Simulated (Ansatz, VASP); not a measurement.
## Cross-check of WSe2 between VASP and Ansatz

Wanted: the spread between two codes on one cell, functional and k mesh. The cell is taken from a series of runs on this material, whose earlier steps may have relaxed, scaled, displaced or heated it; both programs get it as it stands.

Main program and level: Ansatz 0.2.0; plane waves, with VASP 6.6.1 beside it; zone-centre phonons at PBE.

**1. Set-up**

Symmetry: P6_3/mmc, No. 194, hexagonal system. Conventional cell: a = 3.320 Å, b = 3.320 Å, c = 15.016 Å, α = 90.00°, β = 90.00°, γ = 120.00°. W has 6 Se at 2.55 Å nearest. Nearest to Se lie 3 W at 2.55 Å. Farther neighbours and most contacts between anions are not listed.

**2. Ansatz: zone-centre phonons, PBE**

Ansatz runs on its PAW soft_1 files.

Second derivatives magnify differences that forces hide, and they need a tight electronic threshold.

The input, input.yaml:

```yaml
crystal:
  lattice:
    - [3.3203084716, 0.0, 0.0]
    - [-1.6601542358, 2.8754714848, 0.0]
    - [0.0, 0.0, 15.0159091807]
  atoms:
    - { symbol: W, position: [0.3333333333, 0.6666666667, 0.25] }
    - { symbol: W, position: [0.6666666667, 0.3333333333, 0.75] }
    - { symbol: Se, position: [0.3333333333, 0.6666666667, 0.6382318943] }
    - { symbol: Se, position: [0.6666666667, 0.3333333333, 0.1382318943] }
    - { symbol: Se, position: [0.3333333333, 0.6666666667, 0.8617681057] }
    - { symbol: Se, position: [0.6666666667, 0.3333333333, 0.3617681057] }
kpoints:
  mp_grid: { grid: [9, 9, 2] }
hamiltonian:
  xc: pbe
  pseudopotentials: { kind: paw, azcp: { folder: soft_1 } }
scf:
  occupations: { method: fixed }
output:
  eigenvalues: true
phonons:
  method: dfpt
```

Started as:

```sh
> ansatz run input.yaml --threads 4 --pin off --max-ram 15360MiB --backend cpu --events-out ev --progress --plain --runs-dir out
```

Numbers of over 12 decimals in the logs are rounded to 6 here.

Output:

```text
Engine: ansatz 0.2.0, x86_64-unknown-linux-gnu
Pseudopotentials: kind: paw
Pseudopotential: W, paw, valence charge 14, recommended cutoff 420 eV (normal), soft_1/W.paw.azcp
Pseudopotential: Se, paw, valence charge 16, recommended cutoff 420 eV (normal), soft_1/Se.paw.azcp
Functional definition: PBE
  parameter kappa = 0.804
  parameter beta = 0.066725
  exchange = pbe_x(kappa = kappa, mu = beta*pi^2/3)
  correlation = pbe_c(beta = beta)
Crystal: 6 atoms, lattice volume = 143.364 Å³
Basis set: ecut = 420 eV, 2823 PW (Γ), exchange–correlation on 48×48×216 points (8 copies of the dense FFT grid, shifted against one another)
Bands: 56, of which v1, the nominal top of the filled ones, is band 46 counted from 1 (45 counted from 0)
Symmetry: 24 space group operations
k-points: 50 of 162 (irreducible under 2 space group operations, time reversal used)
Non-local potential: W, projectors of the file, l = 0: 3, l = 1: 2, l = 2: 2, l = 3: 1
Non-local potential: Se, projectors of the file, l = 0: 2, l = 1: 2, l = 2: 3, l = 3: 1
PAW form: soft (Blöchl's): semilocal exchange-correlation on the pseudo side does not see the compensation charge
PAW one-centre angular grid: W, 590 points (default); XC on 64 Gauss nodes
PAW one-centre angular grid: Se, 590 points (default); XC on 64 Gauss nodes
Initial density: superposition of atomic densities (chi_scale 0.1, normalization cell, long waves kept (reshape's long-wave potential 0.07 eV rms))
Initial wavefunctions: pseudopotential atomic-orbital guess
Functional: x = pbe(κ = 0.804, μ = 0.219515), c = pbe(β = 0.066725)
SCF iter   1: F=—  HF=-42652.540372 eV  |F-HF|=—  |Δ(HF+E_count)|=         —  Δρ=3.25e-2  dr2=5.21e0  ethr=3.10e-3  ⟨swp⟩=5.0  Hψ=8726  notcnv=0  defer=342
preconditioner: auto → Resta (q_TF=auto, 2.534 Å⁻¹)  ε∞=5.5  [insulator: Δε(μ)=1.193 eV  Ē_g=8.805 eV  n_scr=54 (ndim 8)  ℏωp=18.6 eV  f_vac=0.176  ε∞_Penn≈5.5]
SCF iter   2: F=—  HF=-42651.788770 eV  |F-HF|=—  |Δ(HF+E_count)|=   7.52e-1  Δρ=2.08e-2  dr2=8.20e-1  ethr=3.10e-3  ⟨swp⟩=2.0  Hψ=3792  notcnv=0  defer=216
SCF iter   3: F=—  HF=-42651.611488 eV  |F-HF|=—  |Δ(HF+E_count)|=   1.77e-1  Δρ=8.31e-3  dr2=3.02e-1  ethr=8.91e-4  ⟨swp⟩=2.2  Hψ=3537  notcnv=0  defer=362
SCF iter   4: F=—  HF=-42651.559665 eV  |F-HF|=—  |Δ(HF+E_count)|=   5.18e-2  Δρ=2.23e-3  dr2=1.28e-2  ethr=3.29e-4  ⟨swp⟩=2.0  Hψ=3478  notcnv=0  defer=378
SCF iter   5: F=—  HF=-42651.561456 eV  |F-HF|=—  |Δ(HF+E_count)|=   1.79e-3  Δρ=9.34e-4  dr2=2.99e-3  ethr=1.39e-5  ⟨swp⟩=2.4  Hψ=5400  notcnv=0  defer=396
SCF iter   6: F=—  HF=-42651.562578 eV  |F-HF|=—  |Δ(HF+E_count)|=   1.12e-3  Δρ=4.41e-4  dr2=4.35e-4  ethr=3.25e-6  ⟨swp⟩=2.0  Hψ=4935  notcnv=0  defer=398
SCF iter   7: F=—  HF=-42651.563234 eV  |F-HF|=—  |Δ(HF+E_count)|=   6.56e-4  Δρ=1.18e-4  dr2=2.41e-5  ethr=4.73e-7  ⟨swp⟩=2.1  Hψ=3633  notcnv=0  defer=354
SCF iter   8: F=—  HF=-42651.563273 eV  |F-HF|=—  |Δ(HF+E_count)|=   3.85e-5  Δρ=3.37e-5  dr2=2.87e-6  ethr=2.62e-8  ⟨swp⟩=2.2  Hψ=4891  notcnv=0  defer=150
SCF iter   9: F=—  HF=-42651.563264 eV  |F-HF|=—  |Δ(HF+E_count)|=   8.59e-6  Δρ=1.22e-5  dr2=2.28e-7  ethr=3.12e-9  ⟨swp⟩=2.5  Hψ=3968  notcnv=0  defer=149
SCF iter  10: F=—  HF=-42651.563264 eV  |F-HF|=—  |Δ(HF+E_count)|=   2.36e-7  Δρ=2.16e-6  dr2=5.20e-9  ethr=2.48e-10  ⟨swp⟩=2.2  Hψ=4777  notcnv=0  defer=149
SCF iter  11: F=—  HF=-42651.563264 eV  |F-HF|=—  |Δ(HF+E_count)|=   9.88e-9  Δρ=5.25e-7  dr2=4.12e-10  ethr=5.65e-12  ⟨swp⟩=2.0  Hψ=4855  notcnv=0  defer=149
SCF iter  12: F=-42651.563264 eV  HF=-42651.563264 eV  |F-HF|=4.37e-11  |Δ(HF+E_count)|=  8.88e-10  Δρ=1.43e-7  dr2=6.06e-11  ethr=1.00e-12  ⟨swp⟩=14.9  Hψ=16973  notcnv=0
SCF 1 converged in 12 iterations: F = -42651.563264 eV  dr2 = 6.06e-11
  greatest PAW one-centre occupation: 1.000 electrons in one spin orbital (limit 2), on the Se atom at site 4 (counted from 0), in its partial waves of l = 2
DFPT response loops at Γ: preconditioner auto → none (the input reference at scf.mixing.eps_inf says where Resta's filter doesn't serve); β = 0.50; Broyden in place of MSR1
SCF converged after 12 iterations
Free energy (F): -42651.563264 eV
Harris-Foulkes:  -42651.563264 eV  (|F-HF|=4.37e-11)
Internal energy: -42651.563264 eV  (E = F + TS)
E sigma→0 (E₀):  -42651.563264 eV
Fermi energy:    9.662858 eV
--- Per-component energies (eV) ---
  E_band       = -1957.996870
  E_kinetic    = 1285.730170
  E_local      = -15589.900098  (includes V_loc(G=0)·N_el)
  E_nonlocal   = -1467.449149
  E_hartree    = 7856.954001
  E_xc         = -875.980154
  E_vxc        = -824.613031  (∫ρ·V_xc dr)
  E_paw        = -25675.117283  (= ΣΔE_a)
  E_vpaw       = -1075.671140  (= ΣTr[D̂ρ^β])
  E_aug_tail   = -0.001185  (compensation charges beyond the density's cutoff)
  E_ewald      = -8185.799567
  E_smearing   = -0.000000  (= −TS)
  E_closure    = -0.000000  (closes the sum)
  Σ components = -42651.563264   (vs F -42651.563264, Δ=0.00e0)
--- Band table (eV; the first three rows and the last of 50) ---
  k-point 0: bands = [... 42 lower, 8.4067, 8.4067, 9.0805, 9.5812, 12.5307, 12.5307, 12.5373, 12.5373, ... 6 higher]
  k-point 1: bands = [... 42 lower, 8.4041, 8.4041, 9.3947, 9.3947, 12.5336, 12.5336, 12.5336, 12.5336, ... 6 higher]
  k-point 2: bands = [... 42 lower, 8.3362, 8.6067, 9.0693, 9.4293, 11.9510, 12.1691, 12.2386, 12.2649, ... 6 higher]
  k-point 49: bands = [... 42 lower, 7.9416, 7.9416, 8.9918, 8.9918, 11.5123, 11.5123, 12.2323, 12.2323, ... 6 higher]
--- Phonons (Γ-DFPT): 4 representative perturbations + reference, on 50 of 162 k-points (Σ response iterations 14) ---
  k mesh reduced under 2 symmetry operations, with k and −k counted as one. Each operation leaves every solved perturbation unchanged. A smaller set is not used because it would not reduce the number of displacements times k-points to solve
  ASR residual: 9.972e-5 → 0.000e0 eV/Å²; symmetrization residual: 3.184e-5 eV/Å²
  ASR residual per site (eV/Å²): 6.16e-5 6.16e-5 9.97e-5 9.97e-5 9.97e-5 9.97e-5
  Γ frequencies (cm⁻¹): 0.00 0.00 0.00 5.04 5.04 7.92 168.01 168.01 168.08 168.08 238.68 238.68 238.70 238.70 241.45 241.50 298.07 298.53
  non-analytic LO–TO correction: not included (Born effective charges unavailable; polar crystals: no LO–TO splitting at Γ)
```

[end of part 1 of 3]

[Lines on the potential files, build, host, timing and source positions are cut from VASP's logs without a mark.]

[Logs are printed without paths, hosts, clocks, repeated set-up lines and the standing remarks that a program may print on its own settings, such as how far it seeks lower states.]

[Hosts, paths, dates, database ids (printed as entryN), source tags and the programs' standing remarks are cut or masked in the printed files.]
